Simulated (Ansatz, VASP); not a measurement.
# Cross-check of TiC between VASP and Ansatz

One calculation is typed for both programs; each brings its own data sets. How far apart do they land? The cell is taken from a series of runs on this material, whose earlier steps may have relaxed, scaled, displaced or heated it; both programs get it as it stands.

Main program and level: Ansatz 0.2.0; plane waves, with VASP 6.6.1 beside it; zone-centre phonons at PBEsol.

## 1. The structure

Symmetry: I4/mmm, No. 139, tetragonal system. Conventional cell: a = 3.059 Å, b = 3.059 Å, c = 4.121 Å, α = 90.00°, β = 90.00°, γ = 90.00°. Nearest to C lie 6 Ti at 2.06 to 2.16 Å. Nearest to Ti lie 6 C at 2.06 to 2.16 Å. Farther neighbours are not listed.

## 2. Ansatz: zone-centre phonons, PBEsol, pair 1

Ansatz runs on its PAW soft_1 files.

Second derivatives magnify differences that forces hide, and they need a tight electronic threshold.

input.yaml reads:

```yaml
crystal:
  lattice:
    - [0.0, 2.1629638187, 2.0605855855]
    - [2.1629638187, 0.0, 2.0605855855]
    - [2.1629638187, 2.1629638187, 0.0]
  atoms:
    - { symbol: C, position: [0.5, 0.5, 0.5] }
    - { symbol: Ti, position: [0.0, 0.0, 0.0] }
kpoints:
  mp_grid: { grid: [16, 16, 16] }
hamiltonian:
  xc: pbesol
  pseudopotentials: { kind: paw, azcp: { folder: soft_1 }, xc_functional: pbe }
scf:
  occupations: { method: methfessel_paxton, width: 0.2 }
output:
  eigenvalues: true
phonons:
  method: dfpt
```

Run with:

```
> ansatz run input.yaml --threads 4 --pin off --max-ram 10240MiB --backend cpu --events-out ev --progress --plain --runs-dir out
```

Numbers of over 12 decimals in the logs are rounded to 6 here.

Output:

```text
zone centre: on kpoints.mp_grid the ground state, and the responses unless they are solved on pairs of k-points, stand on 621 of the mesh's 4096 k-points, reduced under 8 symmetry operations, with k and −k counted as one. Each operation leaves every solved displacement unchanged or reverses it
Engine: ansatz 0.2.0, x86_64-unknown-linux-gnu
Pseudopotentials: kind: paw
Pseudopotential: C, paw, valence charge 4, recommended cutoff 420 eV (normal), soft_1/C.paw.azcp
Pseudopotential: Ti, paw, valence charge 12, recommended cutoff 420 eV (normal), soft_1/Ti.paw.azcp
Functional definition: PBEsol
  exchange = pbesol_x
  correlation = pbesol_c
Crystal: 2 atoms, lattice volume = 19.281 Å³
Basis set: ecut = 420 eV, 371 PW (Γ), exchange–correlation on 48×48×48 points (8 copies of the dense FFT grid, shifted against one another)
Bands: 12, of which v1, the nominal top of the filled ones, is band 8 counted from 1 (7 counted from 0)
Symmetry: 16 space group operations
k-points: 621 of 4096 (irreducible under 8 space group operations)
Non-local potential: C, projectors of the file, l = 0: 2, l = 1: 2, l = 2: 1
Non-local potential: Ti, projectors of the file, l = 0: 3, l = 1: 2, l = 2: 3, l = 3: 1
PAW form: soft (Blöchl's): semilocal exchange-correlation on the pseudo side does not see the compensation charge
PAW frozen core: C, regenerated for the run's functional, and the local potential with it (the file was generated under x = pbe(κ = 0.804, μ = 0.219515), c = pbe(β = 0.066725))
PAW frozen core: Ti, regenerated for the run's functional, and the local potential with it (the file was generated under x = pbe(κ = 0.804, μ = 0.219515), c = pbe(β = 0.066725))
PAW one-centre angular grid: C, 110 points (default); XC on 64 Gauss nodes
PAW one-centre angular grid: Ti, 590 points (default); XC on 64 Gauss nodes
Initial density: superposition of atomic densities (chi_scale 0.1, normalization cell, long waves kept (reshape's long-wave potential 0.00 eV rms))
Initial wavefunctions: pseudopotential atomic-orbital guess
Functional: x = pbesol(κ = 0.804, μ = 0.123457), c = pbesol(β = 0.046)
SCF iter   1: F=—  HF=-2723.384574 eV  |F-HF|=—  |Δ(HF+E_count)|=         —  Δρ=1.42e-1  dr2=4.92e0  ethr=3.10e-3  ⟨swp⟩=4.3  Hψ=35564  notcnv=0
preconditioner: auto → none  [metal: Δε(μ)=0.003 eV  Ē_g=20.524 eV  σ=0.200 eV  W_gap=0.01  n_scr=8 (ndim 8)  ℏωp=31.6 eV  f_vac=0.000  D(μ)=0.21/eV (n_scr^D=0)  sad-step TF]
SCF iter   2: F=—  HF=-2722.880930 eV  |F-HF|=—  |Δ(HF+E_count)|=   5.04e-1  S|Δr|=    0.00e0  Δρ=9.98e-2  dr2=2.49e0  ethr=3.10e-3  ⟨swp⟩=2.0  Hψ=14800  notcnv=0
SCF iter   3: F=—  HF=-2722.369203 eV  |F-HF|=—  |Δ(HF+E_count)|=   5.12e-1  S|Δr|=    0.00e0  Δρ=8.67e-3  dr2=8.07e-3  ethr=3.10e-3  ⟨swp⟩=2.8  Hψ=15140  notcnv=1
SCF iter   4: F=—  HF=-2722.365990 eV  |F-HF|=—  |Δ(HF+E_count)|=   3.21e-3  S|Δr|=    0.00e0  Δρ=1.46e-3  dr2=1.52e-4  ethr=5.05e-5  ⟨swp⟩=2.0  Hψ=17850  notcnv=0
SCF iter   5: F=—  HF=-2722.366187 eV  |F-HF|=—  |Δ(HF+E_count)|=   1.97e-4  S|Δr|=    0.00e0  Δρ=3.64e-4  dr2=1.77e-5  ethr=9.51e-7  ⟨swp⟩=2.0  Hψ=9936  notcnv=0
SCF iter   6: F=—  HF=-2722.366186 eV  |F-HF|=—  |Δ(HF+E_count)|=   1.16e-6  S|Δr|=    0.00e0  Δρ=3.46e-5  dr2=1.86e-7  ethr=1.11e-7  ⟨swp⟩=2.1  Hψ=11843  notcnv=0
SCF iter   7: F=—  HF=-2722.366186 eV  |F-HF|=—  |Δ(HF+E_count)|=   2.57e-8  S|Δr|=    0.00e0  Δρ=4.62e-6  dr2=3.35e-9  ethr=1.16e-9  ⟨swp⟩=3.0  Hψ=12446  notcnv=0
SCF iter   8: F=—  HF=-2722.366186 eV  |F-HF|=—  |Δ(HF+E_count)|=  8.09e-10  S|Δr|=    0.00e0  Δρ=6.54e-7  dr2=8.27e-11  ethr=2.09e-11  ⟨swp⟩=3.0  Hψ=12696  notcnv=0
SCF iter   9: F=-2722.366186 eV  HF=-2722.366186 eV  |F-HF|=9.09e-13  |Δ(HF+E_count)|=  2.55e-11  S|Δr|=    0.00e0  Δρ=3.89e-8  dr2=2.99e-13  ethr=1.00e-12  ⟨swp⟩=5.0  Hψ=26883  notcnv=0
SCF 1 converged in 9 iterations: F = -2722.366186 eV  dr2 = 2.99e-13
  greatest PAW one-centre occupation: 0.998 electrons in one spin orbital (limit 2), on the Ti atom at site 1 (counted from 0), in its partial waves of l = 0
DFPT response loops at Γ: preconditioner auto → Kerker (q_TF=auto, 2.645 Å⁻¹) (partly filled bands, converged f_vac=0.000); β = 1.00, the filter's whole step (`scf.mixing.beta` (0.50) is not read by the response loops under this deck's `scf.mixing.preconditioner`; to damp them name `kerker` or `kerker_dos`, under which they read `scf.mixing.beta`, and type it under 1.00, their step now; both keys bind the ground state too); Broyden in place of MSR1
SCF converged after 9 iterations
Stability not checked: this state was not tested for a lower state beside it, because cold or Methfessel-Paxton smearing, or corrected tetrahedra, fill the levels in a way that the test cannot read (fill_not_monotonic; see scf.lower_state_search)
Free energy (F): -2722.366186 eV
Harris-Foulkes:  -2722.366186 eV  (|F-HF|=9.09e-13)
Internal energy: -2722.366508 eV  (E = F + TS)
E sigma→0 (E₀):  -2722.366266 eV
Entropy (-TS):   0.000322 eV (0.161 meV/atom)
Fermi energy:    15.434936 eV
Step filling:    the computed levels leave a gap of 0.0108 eV = 0.1 smearing widths at the electron count; against every level under it full and every level over it empty, smearing changes F+E_penalty+E_count by +0.153 meV and its σ→0 estimate by +0.073 meV
--- Per-component energies (eV) ---
  E_band       = -97.486256
  E_kinetic    = 369.037941
  E_local      = -799.828165  (includes V_loc(G=0)·N_el)
  E_nonlocal   = 84.901254
  E_hartree    = 317.188758
  E_xc         = -164.276730
  E_vxc        = -205.908538  (∫ρ·V_xc dr)
  E_paw        = -1112.524553  (= ΣΔE_a)
  E_vpaw       = -180.066212  (= ΣTr[D̂ρ^β])
  E_aug_tail   = -0.000065  (compensation charges beyond the density's cutoff)
  E_ewald      = -1417.025433
  E_core_change = 0.160485  (= ΣΔE_core)
  E_smearing   = 0.000322  (= −TS)
  E_closure    = 0.000000  (closes the sum)
  Σ components = -2722.366186   (vs F -2722.366186, Δ=0.00e0)
--- Band table (eV; the first three rows and the last of 621) ---
  k-point 0: bands = [... 4 lower, 2.8192, 15.9916, 15.9916, 16.3807, 17.0892, 17.1253, 17.1253, 17.3588]
  k-point 1: bands = [... 4 lower, 2.9148, 15.6166, 15.7683, 16.0641, 16.4351, 16.5960, 17.4689, 18.1466]
  k-point 2: bands = [... 4 lower, 3.1954, 14.7236, 14.9930, 15.2261, 16.5222, 16.6602, 17.8255, 19.2540]
  k-point 620: bands = [... 4 lower, 5.1890, 12.3523, 13.5322, 15.1949, 15.1949, 18.4104, 19.2449, 19.2449]
--- Phonons (Γ-DFPT): 4 representative perturbations + reference, on 621 of 4096 k-points (Σ response iterations 12) ---
  k mesh reduced under 8 symmetry operations, with k and −k counted as one. Each operation leaves every solved displacement unchanged or reverses it
  ASR residual: 1.171e-5 → 0.000e0 eV/Å²; symmetrization residual: 7.939e-7 eV/Å²
  ASR residual per site (eV/Å²): 9.22e-6 1.17e-5
  Γ frequencies (cm⁻¹): 0.00 0.00 0.00 524.09 524.09 658.94
  non-analytic LO–TO correction: not included (Born effective charges unavailable; polar crystals: no LO–TO splitting at Γ)
```

[end of part 1 of 3]

[Lines on the potential files, build, host, timing and source positions are cut from VASP's logs without a mark.]

[Logs are printed without paths, hosts, clocks, repeated set-up lines and the standing remarks that a program may print on its own settings, such as how far it seeks lower states.]

[Hosts, paths, dates, database ids (printed as entryN), source tags and the programs' standing remarks are cut or masked in the printed files.]
